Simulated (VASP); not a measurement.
Given:

```yaml
crystal:
  lattice:
    - [0.00000, 3.23200, 3.23200]
    - [3.23200, 0.00000, 3.23200]
    - [3.23200, 3.23200, 0.00000]
  atoms:
    - { symbol: Mg, position: [0.00000, 0.00000, 0.00000] }
    - { symbol: Te, position: [0.75000, 0.75000, 0.75000] }
```

Computed with G0W0 on PBE orbitals, VASP's PBE PAW potentials (set 64) (plane waves; VASP). Numerical set-up: PREC = Normal, 500 eV cut-off, 4×4×4 Γ-centred mesh, Gaussian smearing of 0.010 eV, potentials Mg_sv_GW Te_GW.

The mesh is coarse and the basis finite, so the quasiparticle values are not converged.

NBANDS = 88, ENCUTGW = 170 eV, NOMEGA = 64. The PBE levels (eV) that the step starts from are:

| state | KS energy | filling |
|---|---|---|
| k1 (0.00, 0.00, 0.00), band 5 | -8.13 | 2 |
| k1 (0.00, 0.00, 0.00), band 6 | 2.05 | 2 |
| k1 (0.00, 0.00, 0.00), band 7 | 2.05 | 2 |
| k1 (0.00, 0.00, 0.00), band 8 | 2.05 | 2 |
| k1 (0.00, 0.00, 0.00), band 9 | 4.46 | 0 |
| k1 (0.00, 0.00, 0.00), band 10 | 7.50 | 0 |
| k1 (0.00, 0.00, 0.00), band 11 | 7.50 | 0 |
| k1 (0.00, 0.00, 0.00), band 12 | 7.50 | 0 |
| k2 (0.25, 0.00, 0.00), band 5 | -7.86 | 2 |
| k2 (0.25, 0.00, 0.00), band 6 | 0.07 | 2 |
| k2 (0.25, 0.00, 0.00), band 7 | 1.82 | 2 |
| k2 (0.25, 0.00, 0.00), band 8 | 1.82 | 2 |
| k2 (0.25, 0.00, 0.00), band 9 | 5.49 | 0 |
| k2 (0.25, 0.00, 0.00), band 10 | 7.83 | 0 |
| k2 (0.25, 0.00, 0.00), band 11 | 7.83 | 0 |
| k2 (0.25, 0.00, 0.00), band 12 | 8.14 | 0 |

**Question.** Give the quasiparticle energies and renormalisation factors Z.

**Answer.** 
```
state                           QP energy (eV)     Z
------------------------------  --------------  ----
k1 (0.00, 0.00, 0.00), band 5            -9.00  0.71
k1 (0.00, 0.00, 0.00), band 6             1.27  0.77
k1 (0.00, 0.00, 0.00), band 7             1.27  0.77
k1 (0.00, 0.00, 0.00), band 8             1.27  0.77
k1 (0.00, 0.00, 0.00), band 9             5.03  0.79
k1 (0.00, 0.00, 0.00), band 10            8.06  0.78
k1 (0.00, 0.00, 0.00), band 11            8.06  0.78
k1 (0.00, 0.00, 0.00), band 12            8.06  0.78
k2 (0.25, 0.00, 0.00), band 5            -8.69  0.72
k2 (0.25, 0.00, 0.00), band 6            -0.84  0.76
k2 (0.25, 0.00, 0.00), band 7             1.02  0.77
k2 (0.25, 0.00, 0.00), band 8             1.02  0.77
k2 (0.25, 0.00, 0.00), band 9             6.05  0.79
k2 (0.25, 0.00, 0.00), band 10            8.38  0.77
k2 (0.25, 0.00, 0.00), band 11            8.38  0.77
k2 (0.25, 0.00, 0.00), band 12            8.67  0.78
```
On the mesh the gap opens from 2.41 to 3.76 eV.

The structure comes from a computed database's MgTe entry (F-43m); how it stands against other phases isn't given here. The cell was not relaxed at this level. The k-mesh is coarse (spacing up to 0.42 per Å, 2π included), so the numbers may not be converged in it.
